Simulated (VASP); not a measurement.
These are r2SCAN meta-GGA, VASP's PBE PAW potentials (set 64) (plane waves; VASP 6.6.1) values and carry that method's errors.

The input files of a VASP run:

**POSCAR**
```
CaPbF6
1
    0.0000000000     4.3191819142     4.3191819142
    4.3191819142     0.0000000000     4.3191819142
    4.3191819142     4.3191819142     0.0000000000
Ca Pb F
1 1 6
Direct
  0.5000000000   0.5000000000   0.5000000000
  0.0000000000   0.0000000000   0.0000000000
  0.7601490562   0.7601490562   0.2398509438
  0.2398509438   0.2398509438   0.7601490562
  0.2398509438   0.7601490562   0.7601490562
  0.7601490562   0.2398509438   0.2398509438
  0.7601490562   0.2398509438   0.7601490562
  0.2398509438   0.7601490562   0.2398509438
```

**KPOINTS**
```
Regular mesh
0
G
 5 5 5
```

INCAR:
```
SYSTEM  =  CaPbF6
PREC  =  Accurate; ENCUT  =  520; LREAL  =  .FALSE.
LASPH  =  .TRUE.
EDIFF  =  1E-7; NELM  =  100; ALGO  =  Normal
LMAXMIX  =  4; LMIXTAU  =  .TRUE.
ISMEAR  =  -5
METAGGA  =  R2SCAN
ISIF  =  2
LWAVE  =  .FALSE.; LCHARG  =  .FALSE.; LORBIT  =  11
NEDOS  =  601
LEFG  =  .TRUE.
```

**KPOINTS_OPT**
```
k-points along high-symmetry lines
10
Line-mode
Reciprocal
  0.000000   0.000000   0.000000 ! GAMMA
  0.500000   0.000000   0.500000 ! X

  0.500000   0.000000   0.500000 ! X
  0.625000   0.250000   0.625000 ! U

  0.375000   0.375000   0.750000 ! K
  0.000000   0.000000   0.000000 ! GAMMA

  0.000000   0.000000   0.000000 ! GAMMA
  0.500000   0.500000   0.500000 ! L

  0.500000   0.500000   0.500000 ! L
  0.500000   0.250000   0.750000 ! W

  0.500000   0.250000   0.750000 ! W
  0.500000   0.000000   0.500000 ! X
```

POTCAR, in this order: Ca_sv Pb_d F (PBE.64 set). Program: vasp_std.

Unless said otherwise, spin-orbit coupling is left out, though it shifts the bands of the heavy elements here.

Question: What does the run give for the energy per atom (σ→0), band gap (over mesh and band path)?

Answer: 
energy per atom (σ→0): -13.119 eV/atom
band gap (over mesh and band path): 4.41 eV

OSZICAR:
```
...
DAV:  33    -0.104950277463E+03   -0.78885E-07   -0.15604E-07   604   0.288E-03
   1 F= -.10495028E+03 E0= -.10495028E+03  d E =0.000000E+00
       N       E                     dE             ncg
       N       E                     dE             ncg
       N       E                     dE             ncg
       N       E                     dE             ncg
       N       E                     dE             ncg
       N       E                     dE             ncg
```

The structure comes from a computed database's CaPbF6 entry (Fm-3m); how it stands against other phases isn't given here. It was relaxed first.
